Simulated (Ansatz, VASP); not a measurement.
# CrTeS (1T-CrSTe bilayer, AA): VASP beside Ansatz, part 2 of 2

One calculation is typed for both programs; each brings its own data sets. How far apart do they land? The structure shown is the start of the Ansatz relaxation below; VASP solves that cell, so the two are compared at the walk's first step.

VASP 6.6.1 and Ansatz 0.2.0.

So far: Set-up; Ansatz: relaxation, PBE with D3(BJ).

In doubt: warnings of the run leave room for a lower electronic state (step 2), so energies may not be the lowest and differences between runs may mislead.

## Step 3: VASP: single point, PBE with D3(BJ), start cell

Level of this step: PBE with D3(BJ), spin-polarised from an antiferromagnetic start; plane waves and PAW (Te, Cr_pv, S) (VASP).

The same cell, functional, mesh and smearing now go to VASP, with its own data sets.

Lines of VASP's logs that name or quote its potential files are left out, and so is its time.

Contents of INCAR:

```
SYSTEM = CrTeS
PREC = Accurate
ENCUT = 400
EDIFF = 1E-06
NELM = 200
ISMEAR = -1
SIGMA = 0.05
LREAL = .FALSE.
ALGO = Normal
GGA = PE
IVDW = 12
NBANDS = 34
ISPIN = 2
MAGMOM = -0.11 0.12 2.31 -2.29 -0.08 0.08
LASPH = .TRUE.
LMAXMIX = 4
LORBIT = 11
LWAVE = .FALSE.
LCHARG = .FALSE.
ISIF = 2
LDIPOL = .TRUE.
IDIPOL = 3
DIPOL = 0.5 0.5 0.502
LVHAR = .TRUE.
GGA_COMPAT = .FALSE.
NELMDL = -8
KPAR = 2
```

Contents of POSCAR:

```
CrTeS
1.0
    3.3650000000      0.0000000000      0.0000000000
   -1.6825000000      2.9141750000      0.0000000000
    0.0000000000      0.0000000000     49.5972220000
Te Cr S
2 2 2
Direct
    0.6666667239      0.3333334477      0.4062727546
    0.6666667239      0.3333334477      0.5317558108
    0.0000000000      0.0000000000      0.4426400333
    0.0000000000      0.0000000000      0.5681230896
    0.3333334477      0.6666668954      0.4682441892
    0.3333334477      0.6666668954      0.5937272454
```

Contents of KPOINTS:

```
Automatic mesh
0
Gamma
12 12 1
0 0 0
```

The projector-augmented-wave data sets are Te, Cr_pv and S (PBE family, release 64).

Run with:

```sh
$ mpirun -np 2 vasp_std
```

Numbers of over 12 decimals in the logs are rounded to 6 here.

What it wrote:

```text
[banner, memory and clock lines left out]
running    2 mpi-ranks, on    1 nodes
 distrk:  each k-point on    1 cores,    2 groups
 distr:  one band on    1 cores,    1 groups

 POSCAR found type information on POSCAR TeCrS
 POSCAR found :  3 types and       6 ions
 LDA part: xc-table for (Slater+PW92), standard interpolation
 POSCAR, INCAR and KPOINTS ok, starting setup
 FFT: planning ... GRIDC
 FFT: planning ... GRID_SOFT
 FFT: planning ... GRID
 WAVECAR not read
 entering main loop
       N       E                     dE             d eps       ncg     rms          rms(c)
DAV:   1     0.305930638363E+03    0.30593E+03   -0.19163E+04  3192   0.863E+02
DAV:   2    -0.649662447459E+01   -0.31243E+03   -0.29604E+03  3272   0.245E+02
DAV:   3    -0.382054800039E+02   -0.31709E+02   -0.30839E+02  3170   0.716E+01
DAV:   4    -0.394322882252E+02   -0.12268E+01   -0.12154E+01  3458   0.152E+01
DAV:   5    -0.394706743651E+02   -0.38386E-01   -0.38359E-01  3724   0.249E+00
DAV:   6    -0.394719156075E+02   -0.12412E-02   -0.12412E-02  3842   0.398E-01
DAV:   7    -0.394719441372E+02   -0.28530E-04   -0.28529E-04  3892   0.614E-02
DAV:   8    -0.394719452142E+02   -0.10770E-05   -0.10769E-05  3706   0.109E-02    0.252E+01
DAV:   9    -0.497767121041E+02   -0.10305E+02   -0.54605E+01  2976   0.676E+01    0.432E+01
DAV:  10    -0.358788650767E+02    0.13898E+02   -0.80405E+01  3066   0.789E+01    0.161E+01
DAV:  11    -0.556473422025E+02   -0.19768E+02   -0.47296E+01  3532   0.336E+01    0.417E+01
DAV:  12    -0.388243607320E+02    0.16823E+02   -0.88290E+01  3644   0.408E+01    0.183E+01
DAV:  13    -0.347263531373E+02    0.40980E+01   -0.70359E+00  3134   0.152E+01    0.121E+01
DAV:  14    -0.350511423023E+02   -0.32479E+00   -0.16850E+00  3188   0.825E+00    0.139E+01
[...]
DAV:  69    -0.357024883879E+02   -0.32192E-04   -0.15343E-07  1630   0.241E-03    0.125E-03
DAV:  70    -0.357025377143E+02   -0.49326E-04   -0.34712E-07  2060   0.218E-03    0.140E-03
DAV:  71    -0.357025599358E+02   -0.22221E-04   -0.22105E-07  1934   0.165E-03    0.726E-04
DAV:  72    -0.357025674978E+02   -0.75620E-05   -0.19783E-07  1998   0.103E-03    0.422E-04
DAV:  73    -0.357025700643E+02   -0.25665E-05   -0.36335E-08  1778   0.553E-04    0.375E-04
DAV:  74    -0.357025716987E+02   -0.16344E-05   -0.11660E-08  1486   0.294E-04    0.346E-04
DAV:  75    -0.357025733101E+02   -0.16114E-05   -0.14066E-08  1610   0.247E-04    0.257E-04
DAV:  76    -0.357025740040E+02   -0.69386E-06   -0.45788E-09  1480   0.209E-04
   1 F= -.37811280E+02 E0= -.37801269E+02  d E =-.200224E-01  mag=     0.0594
```

From OUTCAR (step 3):

```text
ion  position               nearest neighbor table
   1  0.667  0.333  0.406-   3 2.65   3 2.65   3 2.65
   2  0.667  0.333  0.532-   4 2.65   4 2.65   4 2.65
   3  0.000  0.000  0.443-   5 2.32   5 2.32   5 2.32   1 2.65   1 2.65   1 2.65
   4  0.000  0.000  0.568-   6 2.32   6 2.32   6 2.32   2 2.65   2 2.65   2 2.65
   5  0.333  0.667  0.468-   3 2.32   3 2.32   3 2.32
   6  0.333  0.667  0.594-   4 2.32   4 2.32   4 2.32

  LATTYP: Found a hexagonal cell.
 ALAT       =     3.3650000000
 C/A-ratio  =    14.7391447251

 Subroutine GETGRP returns: Found  6 space group operations
 (whereof  6 operations were pure point group operations)

The static configuration has the point symmetry C_3v.

 Found     19 irreducible k-points:

   k-points           NKPTS =     19   k-points in BZ     NKDIM =     19   number of bands    NBANDS=     34

   dimension x,y,z NGX =    24 NGY =   24 NGZ =  324
   dimension x,y,z NGXF=    48 NGYF=   48 NGZF=  648

   ENCUT  =  400.0 eV  29.40 Ry    5.42 a.u.   5.49  5.49 80.88*2*pi/ulx,y,z

   NELECT =      48.0000    total number of electrons

 k-points in reciprocal lattice and weights: Automatic mesh
   0.00000000  0.00000000  0.00000000       0.007
   0.08333333  0.00000000  0.00000000       0.042
   0.16666667  0.00000000  0.00000000       0.042
   0.25000000  0.00000000  0.00000000       0.042
   0.33333333  0.00000000  0.00000000       0.042
   0.41666667  0.00000000  0.00000000       0.042
   0.50000000  0.00000000  0.00000000       0.021
   0.08333333  0.08333333  0.00000000       0.042
   0.16666667  0.08333333  0.00000000       0.083
[...]
0.33333333  0.25000000  0.00000000       0.083
   0.33333333  0.33333333  0.00000000       0.014

 dipolmoment           0.000000      0.000000      0.052932 electrons x Angstroem

 average (electrostatic) potential at core
       1 -96.5869       2 -96.5679       3 -78.4865       4 -78.4668       5 -93.6479
       6 -93.5038

 E-fermi :  -2.0692

 spin component 1
 k-point     1 :       0.0000    0.0000    0.0000
  band No.  band energies     occupation
    ...
     17      -4.3447      1.00000
     18      -3.9320      1.00000
     19      -3.4109      1.00000
     20      -3.4109      1.00000
     21      -2.1573      0.85341
     22      -1.0752      0.00000
     23      -1.0752      0.00000
     24      -0.7932      0.00000
     25      -0.7932      0.00000
     26      -0.5153      0.00000
    ...

 k-point     2 :       0.0833    0.0000    0.0000
  band No.  band energies     occupation
    ...
     17      -4.3440      1.00000
     18      -3.7466      1.00000
     19      -3.4964      1.00000
     20      -3.4662      1.00000
     21      -2.2942      0.98900
     22      -1.6621      0.00029
     23      -1.3737      0.00000
     24      -0.9946      0.00000
     25      -0.8289      0.00000
     26      -0.7847      0.00000
    ...

 k-point     3 :       0.1667    0.0000    0.0000
  band No.  band energies     occupation
    ...
     18      -3.8762      1.00000
     19      -3.5899      1.00000
     20      -3.5769      1.00000
     21      -3.0194      1.00000
     22      -2.6156      0.99998
     23      -1.8206      0.00688
     24      -1.4335      0.00000
     25      -0.9998      0.00000
     26      -0.9392      0.00000
     27      -0.2021      0.00000
    ...

 k-point     4 :       0.2500    0.0000    0.0000
  band No.  band energies     occupation
    ...
     19      -3.9959      1.00000
     20      -3.6201      1.00000
     21      -3.5833      1.00000
     22      -2.8777      1.00000
     23      -2.2017      0.93401
     24      -2.0553      0.43116
     25      -1.3550      0.00000
     26      -1.1646      0.00000
     27      -0.5336      0.00000
     28      -0.0220      0.00000
    ...

 k-point     5 :       0.3333    0.0000    0.0000
  band No.  band energies     occupation
    ...
     20      -3.8262      1.00000
     21      -3.5072      1.00000
     22      -3.1389      1.00000
     23      -2.4752      0.99970
     24      -2.2880      0.98758
     25      -1.8174      0.00645
     26      -1.3800      0.00000
     27      -0.4051      0.00000
     28       0.0118      0.00000
     29       0.0822      0.00000
    ...

 k-point     6 :       0.4167    0.0000    0.0000
  band No.  band energies     occupation
    ...
     21      -3.2663      1.00000
     22      -3.2591      1.00000
     23      -2.6375      0.99999
     24      -2.3660      0.99737
     25      -2.2648      0.98041
     26      -1.4876      0.00001
     27      -0.1238      0.00000
     28      -0.0493      0.00000
     29       0.1942      0.00000
     30       0.4739      0.00000
    ...

 Edisp (eV)   -2.10871

  Total       2.56236     2.56236     1.62541     0.00000    -0.00000    -0.00000
  in kB       8.44097     8.44097     5.35444     0.00000    -0.00000    -0.00000
  external pressure =        7.41 kB  Pullay stress =        0.00 kB

  energy-cutoff  :      400.00
  volume of cell :      486.36
      direct lattice vectors                 reciprocal lattice vectors
     3.365000000  0.000000000  0.000000000     0.297176820  0.171575146  0.000000000
    -1.682500000  2.914175000  0.000000000     0.000000000  0.343150291  0.000000000
     0.000000000  0.000000000 49.597222000     0.000000000  0.000000000  0.020162420

 POSITION                                       TOTAL-FORCE (eV/Angst)
 -----------------------------------------------------------------------------------
      1.68250      0.97139     20.15000        -0.000000      0.000000     -0.889118
      1.68250      0.97139     26.37361        -0.000000     -0.000000     -0.936601
      0.00000      0.00000     21.95372         0.000000      0.000000      1.387132
      0.00000      0.00000     28.17733        -0.000000      0.000000      1.349566
      0.00000      1.94278     23.22361        -0.000000     -0.000000     -0.458199
      0.00000      1.94278     29.44722         0.000000      0.000000     -0.452780
 -----------------------------------------------------------------------------------
    total drift:                                0.000000     -0.000791     -0.000030

  FREE ENERGIE OF THE ION-ELECTRON SYSTEM (eV)
  ---------------------------------------------------
  free  energy   TOTEN  =       -37.8112799453 eV

  energy  without entropy=      -37.7912575790  energy(sigma->0) =      -37.80126876

 vacuum level on the upper side and lower side of the slab         3.565         2.588

 total charge
# of ion       s       p       d       tot
------------------------------------------
    1        1.399   1.970   0.056   3.425
    2        1.404   1.954   0.058   3.417
    3        0.305   6.302   4.200  10.807
    4        0.308   6.303   4.192  10.803
    5        1.355   2.356   0.000   3.710
    6        1.356   2.347   0.000   3.703
--------------------------------------------------
tot          6.127  21.232   8.506  35.865

 magnetization (x)
# of ion       s       p       d       tot
------------------------------------------
    1       -0.003  -0.113   0.002  -0.115
    2        0.003   0.119  -0.002   0.121
    3        0.034   0.022   2.430   2.486
    4       -0.034  -0.021  -2.400  -2.456
    5       -0.003  -0.086   0.000  -0.089
    6        0.003   0.091   0.000   0.094
--------------------------------------------------
tot         -0.000   0.011   0.031   0.042

[... 6 further parts left out ...]
```

The magnetic state follows from one typed start and may not be the lowest.

## Step 4: Comparison

Known differences besides the potentials themselves: VASP starts from the moments at which Ansatz ended; Ansatz cuts the interaction across the vacuum, VASP repeats the sheet with a dipole correction; the data sets hold 72 valence electrons in Ansatz (on its default PAW (the set named soft_2) files) and 48 in VASP; the cutoff is 420 eV in Ansatz and 400 eV in VASP. Total energies have different zeros and are not compared.

Forces (eV/Å; atoms numbered as in POSCAR):

| atom | Ansatz x, y, z | VASP x, y, z |
| --- | --- | --- |
| Te1 | 0.000, 0.000, -0.885 | 0.000, 0.000, -0.889 |
| Te2 | 0.000, 0.000, -0.933 | 0.000, 0.000, -0.937 |
| Cr3 | 0.000, 0.000, 1.386 | 0.000, 0.000, 1.387 |
| Cr4 | 0.000, 0.000, 1.350 | 0.000, 0.000, 1.350 |
| S5 | 0.000, 0.000, -0.462 | 0.000, 0.000, -0.458 |
| S6 | 0.000, 0.000, -0.457 | 0.000, 0.000, -0.453 |

The forces differ by 1.9 meV/Å r.m.s., which is 0.3 % of the r.m.s. force of 0.569 eV/Å (both taken over all components). Moments aren't recorded for both runs of this pair, so they may hold unlike magnetic states. With vacuum in the cell, a pressure given here is an average over mostly empty space and none of the material.

## Step 5: Outcome

| Quantity | Value |
| --- | --- |
| r.m.s. force difference (single point, PBE with D3(BJ), start cell) | 0.33 % of the r.m.s. force |

**Reading.** The r.m.s. force difference is 0.33 % of the r.m.s. force (single point, PBE with D3(BJ), start cell), within the 3 % picked in this series as the mark of a large difference. The data sets hold unlike numbers of valence electrons (72 in Ansatz and 48 in VASP), so part of the differences comes from the potentials. Such differences can come from data sets, numerical settings and the points named under the comparisons, not from the functional's error against experiment.

[Lines on the potential files, build, host, timing and source positions are cut from VASP's logs without a mark.]

[Logs are printed without paths, hosts, clocks, repeated set-up lines and the standing remarks that a program may print on its own settings, such as how far it seeks lower states.]

[Hosts, paths, dates, database ids (printed as entryN), source tags and the programs' standing remarks are cut or masked in the printed files.]
